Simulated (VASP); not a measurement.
An input for Ansatz (written as the equivalent of a VASP run, and not itself run):

Ansatz 0.2 input:
```yaml
crystal:
  lattice:
    - [0.0000000, 2.6485491, 2.6485491]
    - [2.6485491, 0.0000000, 2.6485491]
    - [2.6485491, 2.6485491, 0.0000000]
  atoms:
    - { symbol: Ce, position: [0.0000000, 0.0000000, 0.0000000] }
    - { symbol: O, position: [0.2500000, 0.2500000, 0.2500000] }
    - { symbol: O, position: [0.7500000, 0.7500000, 0.7500000] }
kpoints:
  mp_grid: { grid: [7, 7, 7] }
hamiltonian:
  xc: pbe
  pseudopotentials: { kind: paw }
scf:
  occupations: { method: gaussian, width: 0.05 }
  max_iter: 100
relax:
  max_steps: 40
  f_tol: 0.02
  cell: { p_target: 30 }
output: { forces: true, stress: true, eigenvalues: true }
```

Task: Write the VASP files for the same calculation (PBE).

Result: This is not unique; one that fits is 
**INCAR**
```
EDIFFG  =  -0.02   ! ionic stop
ALGO  =  Normal   ! blocked Davidson
SYSTEM  =  CeO2
ISMEAR  =  0   ! Gaussian
LASPH  =  .True.
LMAXMIX  =  6
LREAL  =  .False.   ! projection in real space or not
ENCUT  =  620
EDIFF  =  1E-6   ! SCF stop (eV)
PSTRESS  =  300
ISIF  =  3
NELM  =  100   ! most electronic steps
PREC  =  Accurate
NSW  =  40   ! most ionic steps
IBRION  =  2   ! conjugate gradients
SIGMA  =  0.05   ! width (eV)
LWAVE  =  .False.
GGA  =  PE
LCHARG  =  .False.
```

File POSCAR:
```
CeO2
1.0
  0.0000000000   2.6485490688   2.6485490688
  2.6485490688   0.0000000000   2.6485490688
  2.6485490688   2.6485490688   0.0000000000
Ce O
1 2
Cart
  0.0000000000   0.0000000000   0.0000000000
  1.3242745344   1.3242745344   1.3242745344
  3.9728236032   3.9728236032   3.9728236032
```

### KPOINTS
```
Automatic mesh
0
Gamma
7 7 7
0 0 0
```

POTCAR, in this order: Ce O (PBE.64 set). Program: vasp_std.

The two are equivalent in intent, not identical: each code has its own PAW files, so the cut-off isn't converted (ENCUT is set for VASP's; basis.ecutwfc is left out, and Ansatz then takes the one that its files recommend); Ansatz stops its SCF on the density residual and VASP on the energy change (EDIFF).

The compound is CeO2 in the fluorite structure. This run relaxes it under an external pressure of 30 GPa. Symmetry was kept, so distortions that lower it aren't found.
